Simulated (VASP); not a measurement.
Sb:

```
Sb
1.0
     2.15420    1.24373    3.75800
    -2.15420    1.24373    3.75800
     0.00000   -2.48746    3.75800
Sb
2
Direct
  0.23349 0.23349 0.23349
  0.76651 0.76651 0.76651
```

```yaml
Program: VASP 6.6.1
Task: relaxation of cell and atoms
Functional: PBE
Dispersion: D3(BJ)
Potentials_or_basis: VASP PAW PBE potentials, release 64 (Sb)
Cutoff: 200 eV
k_mesh: 9 × 9 × 9
Occupations: gaussian, width 0.02 eV
Spin: no spin polarisation
```

At the start: pressure 0.2 GPa; volume 30.21 Å³/atom.

Question: How do energy, volume and symmetry change on relaxing?

Answer: Over 12 steps the energy falls by 4.0 meV/atom and the volume is 29.81 Å³/atom (-1.3 %); space group R-3m (No. 166, to 0.05 Å).

Step by step:
```csv
step,energy change (eV),largest force (eV/Å),pressure (GPa),volume (Å³)
1,0.0000,0.2194,0.18,60.41
2,-0.0037,0.0883,-0.43,60.71
3,-0.0041,0.0325,-0.69,60.84
4,-0.0067,0.0124,-0.40,60.30
5,-0.0079,0.0083,-0.03,59.69
6,-0.0079,0.0109,0.02,59.60
7,-0.0080,0.0085,0.01,59.61
8,-0.0080,0.0035,-0.01,59.63
9,-0.0080,0.0036,-0.01,59.63
10,-0.0080,0.0002,0.01,59.61
11,-0.0080,0.0009,0.01,59.61
12,-0.0080,0.0018,0.00,59.62
```

Final structure:
```
CELL_PARAMETERS angstrom
2.16218 1.24833 3.68125
-2.16218 1.24833 3.68125
0.00000 -2.49667 3.68125
ATOMIC_POSITIONS crystal
Sb 0.23626 0.23626 0.23626
Sb 0.76374 0.76374 0.76374
```

Caveat: the cutoff is under 1.25 times the usual one of these potentials, so pressure, stress and relaxed cells hold a basis-set (Pulay) error.
